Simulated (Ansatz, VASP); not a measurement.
**Si2WN4: VASP beside Ansatz**

One calculation is typed for both programs; each brings its own data sets. How far apart do they land? The cell is taken from a series of runs on this material, whose earlier steps may have relaxed, scaled, displaced or heated it; both programs get it as it stands.

Method: plane waves, with VASP 6.6.1 beside it; single point at HSE06, in Ansatz 0.2.0.

## 1. Set-up

The cell holds 7 atoms: 1 W, 4 N and 2 Si. Cell: a = 2.929 Å, b = 2.929 Å, c = 37.200 Å, α = 90.0°, β = 90.0°, γ = 120.0°. Vacuum lies along c.

Coordinates:

```xyz
7
Lattice="2.9285 0.0000 0.0000 -1.4643 2.5362 0.0000 0.0000 0.0000 37.2000" Properties=species:S:1:pos:R:3
W     0.0000    0.0000   18.6000
N     0.0000    1.6908   19.8495
N     0.0000    1.6908   17.3505
N     1.4643    0.8454   22.0968
N     1.4643    0.8454   15.1032
Si    0.0000    1.6908   21.5983
Si    0.0000    1.6908   15.6017
```

## 2. VASP: single point, HSE06

With cell and atoms fixed, the geometry can't cause a difference; cores, projectors, grids and the points listed under the comparison can.

Lines of VASP's logs that name or quote its potential files are left out, and so is its time.

The run reads the wave functions of an earlier VASP run, which isn't shown here.

INCAR

```
SYSTEM = Si2WN4
PREC = Accurate
ENCUT = 520
EDIFF = 1E-06
NELM = 100
ISMEAR = 0
SIGMA = 0.01
LREAL = .FALSE.
ALGO = Normal
LHFCALC = .TRUE.
AEXX = 0.25
GGA = PE
HFSCREEN = 0.208
LASPH = .TRUE.
NBANDS = 24
PRECFOCK = Fast
LORBIT = 11
LWAVE = .FALSE.
LCHARG = .FALSE.
ISIF = 2
LDIPOL = .TRUE.
IDIPOL = 3
DIPOL = 0.5 0.5 0.5
LVHAR = .TRUE.
```

POSCAR

```
Si2WN4
1.0
    2.9285312719      0.0000000000      0.0000000000
   -1.4642656360      2.5361824773      0.0000000000
    0.0000000000      0.0000000000     37.2000000000
W N Si
1 4 2
Direct
    0.0000000000      0.0000000000      0.5000000000
    0.3333333333      0.6666666667      0.5335897302
    0.3333333333      0.6666666667      0.4664102698
    0.6666666667      0.3333333333      0.5940010008
    0.6666666667      0.3333333333      0.4059989992
    0.3333333333      0.6666666667      0.5805999029
    0.3333333333      0.6666666667      0.4194000971
```

KPOINTS

```
Automatic mesh
0
Gamma
6 6 1
0 0 0
```

Potentials, in the order of the species: W, N and Si (PBE family, release 64).

On the command line:

```console
export OMP_NUM_THREADS=4
mpirun -np 1 vasp_std
```

Numbers of over 12 decimals in the logs are rounded to 6 here.

Log:

```text
[banner, memory and clock lines left out]
running    1 mpi-ranks, on    1 nodes
 distrk:  each k-point on    1 cores,    1 groups
 distr:  one band on    1 cores,    1 groups
 Offloading initialized ...    1 GPUs detected
 POSCAR found type information on POSCAR W N Si
 POSCAR found :  3 types and       7 ions
 LDA part: xc-table for (Slater+PW92), standard interpolation
 found WAVECAR, reading the header
 POSCAR, INCAR and KPOINTS ok, starting setup
 FFT: planning ... GRIDC
 FFT: planning ... GRID_SOFT
 FFT: planning ... GRID
 reading WAVECAR
 the WAVECAR file was read successfully
 initial charge from wavefunction
 entering main loop
       N       E                     dE             d eps       ncg     rms          rms(c)
DAV:   1    -0.759319605952E+02   -0.75932E+02   -0.17180E+00   424   0.127E+01    0.110E+01
DAV:   2    -0.759349390247E+02   -0.29784E-02   -0.50687E-02   416   0.144E+00    0.655E+00
DAV:   3    -0.759314685410E+02    0.34705E-02   -0.67730E-03   448   0.542E-01    0.387E+00
DAV:   4    -0.759304028225E+02    0.10657E-02   -0.18324E-03   432   0.272E-01    0.234E+00
DAV:   5    -0.759300893699E+02    0.31345E-03   -0.45558E-04   440   0.148E-01    0.138E+00
DAV:   6    -0.759299914852E+02    0.97885E-04   -0.12921E-04   448   0.922E-02    0.793E-01
DAV:   7    -0.759299687151E+02    0.22770E-04   -0.54487E-05   464   0.533E-02    0.458E-01
DAV:   8    -0.759299632697E+02    0.54455E-05   -0.82803E-06   440   0.205E-02    0.270E-01
DAV:   9    -0.759299619796E+02    0.12901E-05   -0.21552E-06   344   0.999E-03    0.159E-01
DAV:  10    -0.759299621471E+02   -0.16753E-06   -0.10663E-06   328   0.709E-03
   1 F= -.75929962E+02 E0= -.75929962E+02  d E =-.711114E-16
```

From OUTCAR (step 2):

```text
ion  position               nearest neighbor table
   1  0.000  0.000  0.500-   2 2.10   3 2.10   2 2.10   3 2.10   2 2.10   3 2.10
   2  0.333  0.667  0.534-   6 1.75   1 2.10   1 2.10   1 2.10
   3  0.333  0.667  0.466-   7 1.75   1 2.10   1 2.10   1 2.10
   4  0.667  0.333  0.594-   6 1.76   6 1.76   6 1.76
   5  0.667  0.333  0.406-   7 1.76   7 1.76   7 1.76
   6  0.333  0.667  0.581-   2 1.75   4 1.76   4 1.76   4 1.76
   7  0.333  0.667  0.419-   3 1.75   5 1.76   5 1.76   5 1.76

  LATTYP: Found a hexagonal cell.
 ALAT       =     2.9285312719
 C/A-ratio  =    12.7026132031

 Subroutine GETGRP returns: Found 12 space group operations
 (whereof 12 operations were pure point group operations)

The static configuration has the point symmetry D_3h.

 Found      7 irreducible k-points:

   k-points           NKPTS =      7   k-points in BZ     NKDIM =     36   number of bands    NBANDS=     24

   dimension x,y,z NGX =    24 NGY =   24 NGZ =  280
   dimension x,y,z NGXF=    48 NGYF=   48 NGZF=  560

   ENCUT  =  520.0 eV  38.22 Ry    6.18 a.u.   5.45  5.45 69.17*2*pi/ulx,y,z

   NELECT =      34.0000    total number of electrons

 k-points in reciprocal lattice and weights: Automatic mesh
   0.00000000  0.00000000  0.00000000       0.028
   0.16666667  0.00000000  0.00000000       0.167
   0.33333333  0.00000000  0.00000000       0.167
   0.50000000  0.00000000  0.00000000       0.083
   0.16666667  0.16666667  0.00000000       0.167
   0.33333333  0.16666667  0.00000000       0.333
   0.33333333  0.33333333  0.00000000       0.056

  exchange ACFDT corr.  =         0.00000000  see jH, gK, PRB 81, 115126

 dipolmoment           0.000000      0.000000      0.000000 electrons x Angstroem

 average (electrostatic) potential at core
       1 -43.8132       2 -65.6061       3 -65.6061       4 -65.6370       5 -65.6370
       6 -88.4879       7 -88.4879

 E-fermi :  -2.1408

 k-point     1 :       0.0000    0.0000    0.0000
  band No.  band energies     occupation
    ...
     13      -6.6240      2.00000
     14      -5.3328      2.00000
     15      -5.3327      2.00000
     16      -5.2123      2.00000
     17      -2.1941      2.00000
     18       1.4844      0.00000
     19       1.4844      0.00000
     20       2.2425      0.00000
     21       2.2425      0.00000
     22       2.2624      0.00000
    ...

 k-point     2 :       0.1667    0.0000    0.0000
  band No.  band energies     occupation
    ...
     13      -6.4345      2.00000
     14      -5.8647      2.00000
     15      -5.8610      2.00000
     16      -5.0978      2.00000
     17      -2.9275      2.00000
     18       1.3377      0.00000
     19       1.4973      0.00000
     20       2.1498      0.00000
     21       3.0001      0.00000
     22       3.4326      0.00000
    ...

 k-point     3 :       0.3333    0.0000    0.0000
  band No.  band energies     occupation
    ...
     13      -6.7110      2.00000
     14      -6.0724      2.00000
     15      -5.3990      2.00000
     16      -5.0487      2.00000
     17      -3.7908      2.00000
     18       1.6868      0.00000
     19       1.7775      0.00000
     20       1.9097      0.00000
     21       2.7379      0.00000
     22       3.6229      0.00000
    ...

  Total       -5.9031819     -5.9031819     -3.4924476      0.0000000     -0.0000000      0.0000000
  in kB      -34.2313040    -34.2313040    -20.2519652      0.0000000     -0.0000000      0.0000000
  external PRESSURE =     -29.5715244 kB  Pullay stress =       0.0000000 kB

  energy-cutoff  :      520.00
  volume of cell :      276.30
      direct lattice vectors                 reciprocal lattice vectors
     2.928531272  0.000000000  0.000000000     0.341468097  0.197146698 -0.000000000
    -1.464265636  2.536182477  0.000000000     0.000000000  0.394293395  0.000000000
     0.000000000  0.000000000 37.200000000     0.000000000 -0.000000000  0.026881720

 POSITION                                       TOTAL-FORCE (eV/Angst)
 -----------------------------------------------------------------------------------
      0.00000      0.00000     18.60000        -0.000000     -0.000000     -0.000000
     -0.00000      1.69079     19.84954         0.000000     -0.000000     -0.183608
     -0.00000      1.69079     17.35046        -0.000000     -0.000000      0.183608
      1.46427      0.84539     22.09684         0.000000      0.000000     -0.388053
      1.46427      0.84539     15.10316         0.000000      0.000000      0.388053
     -0.00000      1.69079     21.59832         0.000000      0.000000     -0.042737
     -0.00000      1.69079     15.60168        -0.000000      0.000000      0.042737
 -----------------------------------------------------------------------------------
    total drift:                                0.000000     -0.000000     -0.000015

  FREE ENERGIE OF THE ION-ELECTRON SYSTEM (eV)
  ---------------------------------------------------
  free  energy   TOTEN  =       -75.9299621471 eV

  energy  without entropy=      -75.9299621471  energy(sigma->0) =      -75.92996215

 vacuum level on the upper side and lower side of the slab         3.404         3.404

 total charge
# of ion       s       p       d       tot
------------------------------------------
    1        0.692   0.899   4.519   6.109
    2        1.235   2.589   0.000   3.824
    3        1.235   2.589   0.000   3.824
    4        1.224   2.678   0.000   3.901
    5        1.224   2.678   0.000   3.901
    6        0.686   0.956   0.000   1.642
    7        0.686   0.956   0.000   1.642
--------------------------------------------------
tot          6.983  13.344   4.519  24.845

[... 3 further parts left out ...]
```

This run has no spin polarisation, so a moment on W, if there is one, isn't seen. The data set W keeps the semicore shell frozen, which is cheaper and a little less accurate.

[end of part 1 of 2]

[Lines on the potential files, build, host, timing and source positions are cut from VASP's logs without a mark.]

[Logs are printed without paths, hosts, clocks, repeated set-up lines and the standing remarks that a program may print on its own settings, such as how far it seeks lower states.]

[Hosts, paths, dates, database ids (printed as entryN), source tags and the programs' standing remarks are cut or masked in the printed files.]
